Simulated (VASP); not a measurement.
The input files of a VASP run:

### INCAR
```
SYSTEM = HfO2
PREC = Accurate
ENCUT = 520
EDIFF = 1E-6
NELM = 100
ALGO = Normal
LREAL = .FALSE.
LASPH = .TRUE.
ISMEAR = 0
SIGMA = 0.05
LMAXMIX = 6
LWAVE = .FALSE.
LCHARG = .FALSE.
ISIF = 2
METAGGA = R2SCAN
LEPSILON = .TRUE.
```

### KPOINTS
```
Automatic mesh
0
Gamma
6 6 6
0 0 0
```

File POSCAR:
```
HfO2
1
    0.0000000000     2.5908000000     2.5908000000
    2.5908000000     0.0000000000     2.5908000000
    2.5908000000     2.5908000000     0.0000000000
Hf O
1 2
Direct
  0.0000000000   0.0000000000   0.0000000000
  0.2500000000   0.2500000000   0.2500000000
  0.7500000000   0.7500000000   0.7500000000
```

POTCAR, in this order: Hf_pv O (PBE.64 set). Program: vasp_std.

Task: Does this input run properly? What does VASP do?

Result: There is a fault: LEPSILON was set with a meta-GGA. VASP stops with an error: You have switched on METAGGA and linear-response routines. This combination is currently not supported. If you have selected LEPSILON=.TRUE., you can try using LCALCEPS=.TRUE. instead. In all other cases, VASP will stop. SOOO sorry... ----> I REFUSE TO CONTINUE WITH THIS SICK JOB ... BYE!!! <----

File standard output:
```
 POSCAR found type information on POSCAR HfO
 POSCAR found :  2 types and       3 ions
 Reading from existing POTCAR
 Reading from existing POTCAR

 -----------------------------------------------------------------------------
|                                                                             |
|               ----> ADVICE to this user running VASP <----                  |
|                                                                             |
|     You enforced a specific xc type in the INCAR file but a different       |
|     type was found in the POTCAR file.                                      |
|     I HOPE YOU KNOW WHAT YOU ARE DOING!                                     |
|                                                                             |
 -----------------------------------------------------------------------------

 LDA part: xc-table for (None), standard interpolation
 POSCAR, INCAR and KPOINTS ok, starting setup
 WAVECAR not read
 entering main loop
       N       E                     dE             d eps       ncg     rms          rms(c)
DAV:   1     0.550080946640E+02    0.55008E+02   -0.13472E+04   480   0.148E+03
DAV:   2    -0.769976978127E+02   -0.13201E+03   -0.13075E+03   648   0.321E+02
DAV:   3    -0.806899172354E+02   -0.36922E+01   -0.36901E+01   592   0.538E+01
DAV:   4    -0.807123774023E+02   -0.22460E-01   -0.22457E-01   648   0.456E+00
DAV:   5    -0.807126054753E+02   -0.22807E-03   -0.22807E-03   578   0.409E-01    0.451E+01
DAV:   6    -0.681657839110E+02    0.12547E+02   -0.19233E+01   550   0.327E+01    0.366E+01
DAV:   7    -0.683403509843E+02   -0.17457E+00   -0.14113E+00   627   0.938E+00    0.246E+01
DAV:   8    -0.684257904369E+02   -0.85439E-01   -0.82437E-01   515   0.761E+00    0.860E+00
DAV:   9    -0.683658438888E+02    0.59947E-01   -0.52947E-01   515   0.495E+00    0.161E+00
DAV:  10    -0.683620769523E+02    0.37669E-02   -0.28026E-02   543   0.125E+00    0.499E-01
DAV:  11    -0.683620835981E+02   -0.66458E-05   -0.92769E-04   599   0.270E-01    0.250E-01
DAV:  12    -0.683620827701E+02    0.82794E-06   -0.10651E-05   613   0.297E-02    0.139E-01
DAV:  13    -0.683620840661E+02   -0.12960E-05   -0.56617E-06   599   0.225E-02    0.279E-03
DAV:  14    -0.683620840517E+02    0.14411E-07   -0.10800E-06   352   0.794E-03
   1 F= -.68362084E+02 E0= -.68362084E+02  d E =-.626749E-13

 -----------------------------------------------------------------------------
|                                                                             |
|     EEEEEEE  RRRRRR   RRRRRR   OOOOOOO  RRRRRR      ###     ###     ###     |
|     E        R     R  R     R  O     O  R     R     ###     ###     ###     |
|     E        R     R  R     R  O     O  R     R     ###     ###     ###     |
|     EEEEE    RRRRRR   RRRRRR   O     O  RRRRRR       #       #       #      |
|     E        R   R    R   R    O     O  R   R                               |
|     E        R    R   R    R   O     O  R    R      ###     ###     ###     |
|     EEEEEEE  R     R  R     R  OOOOOOO  R     R     ###     ###     ###     |
|                                                                             |
|     You have switched on METAGGA and linear-response routines. This         |
|     combination is currently not supported. If you have selected            |
|     LEPSILON=.TRUE., you can try using LCALCEPS=.TRUE. instead. In all      |
|     other cases, VASP will stop. SOOO sorry...                              |
|                                                                             |
|       ---->  I REFUSE TO CONTINUE WITH THIS SICK JOB ... BYE!!! <----       |
|                                                                             |
 -----------------------------------------------------------------------------
```

To mend it, use a GGA with LEPSILON, or finite fields (LCALCEPS) with the meta-GGA. The plain static run on this cell (PBE GGA, plane waves, VASP's PBE PAW potentials (set 64)) converges, and its OSZICAR ends with
```
   1 F= -.30151329E+02 E0= -.30151329E+02  d E =-.101894E-10
```

The compound is HfO2 in the fluorite structure, the high-temperature cubic form, which is unstable at 0 K; the monoclinic form is the stable one. The cell was not relaxed at this level.
